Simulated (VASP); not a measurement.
OSZICAR of a VASP run on InSb (zinc blende):

**OSZICAR**
```
       N       E                     dE             d eps       ncg     rms          rms(c)
DAV:   1     0.114995615592E+03    0.11500E+03   -0.81706E+03   754   0.144E+03
DAV:   2     0.459364015071E+00   -0.11454E+03   -0.11174E+03   779   0.320E+02
DAV:   3    -0.695673057484E+01   -0.74161E+01   -0.72969E+01   984   0.876E+01
DAV:   4    -0.714571729554E+01   -0.18899E+00   -0.18890E+00   911   0.158E+01
DAV:   5    -0.715469593585E+01   -0.89786E-02   -0.89784E-02  1087   0.297E+00    0.603E+00
DAV:   6    -0.697779087617E+01    0.17691E+00   -0.23603E-01  1002   0.109E+01    0.340E+00
DAV:   7    -0.693212743301E+01    0.45663E-01   -0.12876E-01   981   0.493E+00    0.840E-01
DAV:   8    -0.693090323325E+01    0.12242E-02   -0.12266E-02  1031   0.174E+00    0.489E-01
DAV:   9    -0.693113760397E+01   -0.23437E-03   -0.84112E-04   870   0.273E-01    0.111E-01
DAV:  10    -0.693115862931E+01   -0.21025E-04   -0.43681E-05  1121   0.737E-02    0.573E-02
DAV:  11    -0.693117127772E+01   -0.12648E-04   -0.21827E-05   809   0.589E-02    0.264E-02
DAV:  12    -0.693117179202E+01   -0.51430E-06   -0.69468E-07   607   0.120E-02
   1 F= 0.31288343E+01 E0= 0.31288343E+01  d E =0.312883E+01
       N       E                     dE             d eps       ncg     rms          rms(c)
DAV:   1    -0.164201594690E+02   -0.94890E+01   -0.20974E+02   959   0.262E+02    0.309E+01
DAV:   2    -0.467409585326E+01    0.11746E+02   -0.37444E+01   894   0.238E+02    0.615E+00
DAV:   3    -0.398625640083E+01    0.68784E+00   -0.22540E+00   987   0.191E+01    0.567E+00
DAV:   4    -0.383926985388E+01    0.14699E+00   -0.44621E-01   921   0.778E+00    0.266E+00
DAV:   5    -0.384680486260E+01   -0.75350E-02   -0.20218E-02  1067   0.159E+00    0.120E+00
DAV:   6    -0.384825485966E+01   -0.14500E-02   -0.63776E-03  1152   0.150E+00    0.272E-01
DAV:   7    -0.384825595923E+01   -0.10996E-05   -0.52025E-04   829   0.271E-01    0.943E-02
DAV:   8    -0.384826792760E+01   -0.11968E-04   -0.31044E-05  1211   0.720E-02    0.163E-02
DAV:   9    -0.384826812930E+01   -0.20170E-06   -0.36063E-06   864   0.283E-02
   2 F= 0.39608688E+01 E0= 0.39610844E+01  d E =0.832034E+00
       N       E                     dE             d eps       ncg     rms          rms(c)
DAV:   1    -0.117120746429E+02   -0.78638E+01   -0.15928E+02   944   0.362E+02    0.133E+01
DAV:   2    -0.743949191243E+01    0.42726E+01   -0.98839E+00   934   0.701E+01    0.565E+00
DAV:   3    -0.646449598659E+01    0.97500E+00   -0.33177E+00  1007   0.403E+01    0.152E+00
DAV:   4    -0.643104395720E+01    0.33452E-01   -0.24032E-01   933   0.761E+00    0.101E+00
DAV:   5    -0.642212333726E+01    0.89206E-02   -0.12816E-02  1145   0.126E+00    0.499E-01
DAV:   6    -0.642032191780E+01    0.18014E-02   -0.56992E-03   917   0.200E+00    0.212E-01
DAV:   7    -0.641974329494E+01    0.57862E-03   -0.20572E-03   919   0.874E-01    0.638E-02
DAV:   8    -0.641973301558E+01    0.10279E-04   -0.10474E-04   934   0.181E-01    0.263E-02
DAV:   9    -0.641973322349E+01   -0.20791E-06   -0.10093E-05  1138   0.537E-02    0.147E-02
DAV:  10    -0.641973090068E+01    0.23228E-05   -0.55546E-06   654   0.654E-02    0.205E-03
DAV:  11    -0.641973103918E+01   -0.13850E-06   -0.27352E-07   402   0.551E-03
   3 F= 0.30106729E+01 E0= 0.30106729E+01  d E =-.118161E+00
       N       E                     dE             d eps       ncg     rms          rms(c)
DAV:   1    -0.638351117765E+01    0.36220E-01   -0.70799E-02   959   0.615E+00    0.368E-01
DAV:   2    -0.638092420622E+01    0.25870E-02   -0.56266E-03   929   0.205E+00    0.123E-01
DAV:   3    -0.638051863786E+01    0.40557E-03   -0.11062E-03  1029   0.817E-01    0.761E-02
DAV:   4    -0.638050996363E+01    0.86742E-05   -0.53739E-05   794   0.760E-02    0.516E-02
DAV:   5    -0.638050401002E+01    0.59536E-05   -0.10090E-05   904   0.342E-02    0.211E-02
DAV:   6    -0.638050473999E+01   -0.72997E-06   -0.10540E-06   472   0.124E-02
   4 F= 0.30100611E+01 E0= 0.30100611E+01  d E =-.118773E+00
```

**Question.** Which electronic solver shows in the log?

**Answer.** It is blocked Davidson (ALGO = Normal, or the opening steps of other solvers). The INCAR had ALGO = Normal.

**Question.** Can the final energy be trusted as converged?

**Answer.** The calculation finished and met its thresholds. It stopped with EDIFF = 1E-6, NELM = 100, NSW = 40 and EDIFFG = -0.02 after 4 ionic steps (PBEsol GGA, plane waves, VASP's PBE PAW potentials (set 64)). Energy and stress use the plane-wave basis of the starting cell.

The compound is InSb in the zinc blende structure. This run relaxes it under an external pressure of 30 GPa. Symmetry was kept, so distortions that lower it aren't found.
